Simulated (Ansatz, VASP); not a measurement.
**Two plane-wave programs on Zr3MoF**

```
CELL_PARAMETERS angstrom
5.04132 0.00000 0.00000
0.00000 5.04132 0.00000
0.00000 0.00000 5.04132
ATOMIC_POSITIONS crystal
Zr 0.50000 0.00000 0.00000
Zr 0.00000 0.50000 0.00000
Zr 0.00000 0.00000 0.50000
Mo 0.00000 0.00000 0.00000
F 0.50000 0.50000 0.50000
```

Change from the starting cell: species swapped into the RbCaBr3 type (Pm-3m, No. 221).

Alike in both runs: task relaxation of cell and atoms; functional PBE; k mesh 8 × 8 × 8; occupations gaussian, width 0.1 eV; no spin polarisation.

|  | VASP | Ansatz |
| --- | --- | --- |
| version | VASP 6.6.1 | Ansatz 0.2.0 |
| potentials or method | VASP PAW PBE potentials, release 64 (Zr_sv, Mo_sv, F) | scalar-relativistic, plane waves, PAW |
| plane-wave cutoff (eV) | 600 | 420 |
| valence electrons in the cell | 57 | 57 |

|  | VASP | Ansatz | Ansatz less VASP |
| --- | --- | --- | --- |
| gap on the k mesh at the Fermi level, each at its own relaxed structure (eV) | none | none | - |
| relaxed volume (Å³/atom) | 26.01 | 25.98 | -0.029 |
| relaxed cell length with the largest relative difference (Å) | 5.066 | 5.064 | -0.0019 |
| energy change over the relaxation (meV/atom) | -1 | -1 | +0.2 |

A gap of «none» marks a metal or a gap that the smearing closes.

Caveats: an odd number of electrons without spin polarisation forces a metal; a magnetic or distorted state may lie lower.
